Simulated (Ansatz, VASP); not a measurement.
# Zr3MoF in VASP and in Ansatz

```
Zr Mo F
1.0
     4.46998    0.00000    0.00000
     0.00000    4.46998    0.00000
     0.00000    0.00000    4.46998
Zr Mo F
3 1 1
Cartesian
  2.2350 0.0000 0.0000
  0.0000 2.2350 0.0000
  0.0000 0.0000 2.2350
  0.0000 0.0000 0.0000
  2.2350 2.2350 2.2350
```

Change from the starting cell: species swapped into the RbCaBr3 type (Pm-3m, No. 221).

Alike in both runs: task relaxation of cell and atoms; functional PBE; k mesh 4 × 4 × 4; occupations gaussian, width 0.1 eV; collinear spin.

```csv
,VASP,Ansatz
version,VASP 6.6.1,Ansatz 0.2.0
potentials or method,"VASP PAW PBE potentials, release 64 (Zr_sv, Mo_sv, F)","scalar-relativistic, plane waves, PAW"
plane-wave cutoff (eV),600,420
valence electrons in the cell,57,57
```

VASP gave:

* gap on the k mesh at the Fermi level, each at its own relaxed structure (eV): none
* net moment per atom (μB): 0.00
* relaxed volume (Å³/atom): 25.57
* relaxed cell length with the largest relative difference (Å): 5.037
* energy change over the relaxation (meV/atom): -895

Question: What did Ansatz give for the same quantities?

Answer: gap on the k mesh at the Fermi level, each at its own relaxed structure (eV): none; net moment per atom (μB): 0.00; relaxed volume (Å³/atom): 25.62; relaxed cell length with the largest relative difference (Å): 5.041; energy change over the relaxation (meV/atom): -879.

A gap of «none» marks a metal or a gap that the smearing closes. Ansatz warned: «filled_band_counts_differ_across_k_points».

Caveats: the volume moved by over 15 % at a fixed basis, so the end points are rough (VASP).
